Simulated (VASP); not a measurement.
The system is Sb.

```
CELL_PARAMETERS angstrom
2.15420 1.24373 3.75800
-2.15420 1.24373 3.75800
0.00000 -2.48746 3.75800
ATOMIC_POSITIONS crystal
Sb 0.23349 0.23349 0.23349
Sb 0.76651 0.76651 0.76651
```

Base run:

| Property | Result |
| --- | --- |
| Program | VASP 6.6.1 |
| Functional | PBE |
| Dispersion | D3(BJ) |
| Potentials or basis | VASP PAW PBE potentials, release 64 (Sb) |
| Cutoff | 520 eV |
| k mesh | 9 × 9 × 9 |
| Occupations | gaussian, width 0.02 eV |
| Spin | no spin polarisation |

Its results: band gap on the k mesh 0.08 eV, indirect (least direct gap 0.49 eV); pressure 0.2 GPa; largest force 0.214 eV/Å.

Question: The run is repeated on the same cell with these changes: k mesh from 9 × 9 × 9 to 3 × 3 × 3. What comes out?

Answer: Band gap on the k mesh 1.29 eV, indirect (least direct gap 1.32 eV); pressure 0.9 GPa; largest force 0.090 eV/Å.

Caveats: some runs use coarse meshes; spin-orbit coupling is left out, which moves the levels of the heavy elements; an odd mesh through Γ misses points on the zone boundary, where band edges often lie.
